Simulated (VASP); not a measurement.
Write the native input for VASP 6.6.1 that does the following.

```
Task                   : optical spectrum
Functional             : LDA
Potentials or basis    : VASP PAW LDA potentials, release 64 (Mn_pv, O)
Cutoff                 : 520 eV
k mesh                 : 7 × 7 × 7
Occupations            : gaussian, width 0.01 eV
Spin                   : collinear spin, ferromagnetic start
Starting moments       : [4.0, 4.0, 0.0, 0.0, 0.0, 0.0, 0.0, 0.0] μB
Hubbard terms          : Mn d U = 6 eV, J = 1.0 eV
LDAUTYPE               : 1
Hund's J               : 1
Further INCAR settings : ALGO = Fast; EDIFF = 1e-06; NBANDS = 63
```

The structure of MnO3 lies in POSCAR:

```
MnO3
1.0
   -2.8445430000      3.1381730000      2.6064000000
    2.8445430000     -3.1381730000      2.6064000000
    2.8445430000      3.1381730000     -2.6064000000
Mn O
2 6
Direct
    0.0000000000      0.0000000000      0.0000000000
    0.5000000000      0.0000000000      0.5000000000
    0.8906730000      0.5000000000      0.8906730000
    0.1093270000      0.0000000000      0.6093270000
    0.8906730000      0.0000000000      0.3906730000
    0.1093270000      0.5000000000      0.1093270000
    0.4339510000      0.1839510000      0.2500000000
    0.5660490000      0.8160490000      0.7500000000
```

The cell comes from a database or a generator and needn't be the stable form of this composition.

One way to write it, as run:

INCAR

```
SYSTEM = MnO3
ALGO = Fast
CSHIFT = 0.1
EDIFF = 1E-6
ENCUT = 520
ISIF = 2
ISMEAR = 0
ISPIN = 2
LASPH = .TRUE.
LCHARG = .FALSE.
LDAU = .TRUE.
LDAUJ = 1 0
LDAUL = 2 -1
LDAUPRINT = 1
LDAUTYPE = 1
LDAUU = 6 0
LMAXMIX = 4
LOPTICS = .TRUE.
LORBIT = 11
LREAL = .FALSE.
LWAVE = .FALSE.
MAGMOM = 4 4 0 0 0 0 0 0
NBANDS = 63
NEDOS = 2000
NELM = 100
PREC = Accurate
SIGMA = 0.01
```

KPOINTS

```
k-points
0
G
  7 7 7
  0 0 0
```

Potentials or basis: VASP PAW LDA potentials, release 64 (Mn_pv, O).

The run is started by

```sh
$ cat potpaw_LDA.64/Mn_pv/POTCAR potpaw_LDA.64/O/POTCAR > POTCAR
$ mpirun -np 1 vasp_std > vasp.out
```

It gave:

```yaml
Pressure: -10.7 GPa
Largest_force: 0.648 eV/Å
Band_gap_on_the_k_mesh: none (metal or under the smearing width)
Net_moment: 6.00 μB per cell
Site_moments: Mn +3.73; O -0.26, -0.20 μB
Valence_electrons_inside_the_program's_atomic_spheres: Mn 11.49; O 4.88, 4.94
```

Caveat: spectra need much finer meshes, so this one isn't converged; independent-particle spectra lack excitons; the intraband (Drude) part of a metal's response may be missing; only a ferromagnetic start was run, and an antiferromagnetic order may lie lower in energy.

It took 15 min on 1 thread of Intel(R) Xeon(R) 6975P-C (Granite Rapids), with other jobs on the host, peak memory 1.2 GiB.
